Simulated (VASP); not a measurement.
OSZICAR of a VASP run on NbH (space group Cmme):

File OSZICAR:
```
       N       E                     dE             d eps       ncg     rms          rms(c)
DAV:   1     0.214383920675E+03    0.21438E+03   -0.12582E+04   296   0.112E+03
DAV:   2    -0.140161155768E+02   -0.22840E+03   -0.22462E+03   376   0.489E+02
DAV:   3    -0.317629500376E+02   -0.17747E+02   -0.17579E+02   568   0.955E+01
DAV:   4    -0.322928364367E+02   -0.52989E+00   -0.52850E+00   376   0.166E+01
DAV:   5    -0.323265908654E+02   -0.33754E-01   -0.33680E-01   552   0.366E+00    0.117E+01
DAV:   6    -0.304435285275E+02    0.18831E+01   -0.43063E+00   388   0.178E+01    0.385E+00
DAV:   7    -0.302045992545E+02    0.23893E+00   -0.13412E+00   512   0.845E+00    0.142E+00
DAV:   8    -0.302006501945E+02    0.39491E-02   -0.73588E-02   424   0.238E+00    0.568E-01
DAV:   9    -0.302000493189E+02    0.60088E-03   -0.11757E-02   464   0.941E-01    0.939E-02
DAV:  10    -0.301999063552E+02    0.14296E-03   -0.69608E-04   448   0.210E-01    0.519E-02
DAV:  11    -0.301998778770E+02    0.28478E-04   -0.21025E-04   504   0.107E-01    0.151E-02
DAV:  12    -0.301998770402E+02    0.83680E-06   -0.13709E-05   408   0.338E-02    0.480E-03
DAV:  13    -0.301998768817E+02    0.15857E-06   -0.24500E-06   312   0.165E-02
   1 F= -.30199877E+02 E0= -.30195087E+02  d E =-.958008E-02
```

Which electronic solver shows in the log?

It is blocked Davidson (ALGO = Normal, or the opening steps of other solvers). The INCAR had ALGO = Normal.

Can the final energy be trusted as converged?

The calculation finished and met its thresholds. It stopped with EDIFF = 1E-6, NELM = 100 (LDA (Ceperley-Alder, Perdew-Zunger), plane waves, VASP's LDA PAW potentials (set 64)).

The structure comes from a computed database's NbH entry (Cmme); how it stands against other phases isn't given here. The cell was not relaxed at this level. The k-mesh is coarse (spacing up to 0.71 per Å, 2π included), so the numbers may not be converged in it. The run is one of a series of settings (KPOINTS 3×3×2 Γ-centred mesh against the base run), some of them coarse on purpose.
